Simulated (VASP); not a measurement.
```
Rb
1.0
   -2.83621     2.83621     2.83621
    2.83621    -2.83621     2.83621
    2.83621     2.83621    -2.83621
Rb
1
Direct
  0.00000   0.00000   0.00000
```

These are PBE GGA, VASP's PBE PAW potentials (set 64) (plane waves; VASP 6.6.1) values and carry that method's errors. Run with 480 eV cut-off, 8×8×8 Γ-centred mesh, first-order Methfessel-Paxton smearing of 0.10 eV, potentials Rb_sv.

Energy and stress use the plane-wave basis of the starting cell.

**Question.** The ions, cell shape and volume at an external pressure of 5.0 GPa are relaxed. Which structure does the run end with?

**Answer.** 
```
Rb
1.0
   -2.31106     2.31106     2.31106
    2.31106    -2.31106     2.31106
    2.31106     2.31106    -2.31106
Rb
1
Cartesian
  0.00000   4.62212   0.00000
```
Space group Im-3m (229), at a tolerance of 0.03 Å.

**Question.** How do energy and volume change from the first to the last step?

**Answer.** The energy (σ→0) changes by +420.0 meV/atom and the volume by -45.9 %, in 4 ionic steps.

The compound is Rb in the bcc structure. This run relaxes it under an external pressure of 5 GPa. Symmetry was kept, so distortions that lower it aren't found.
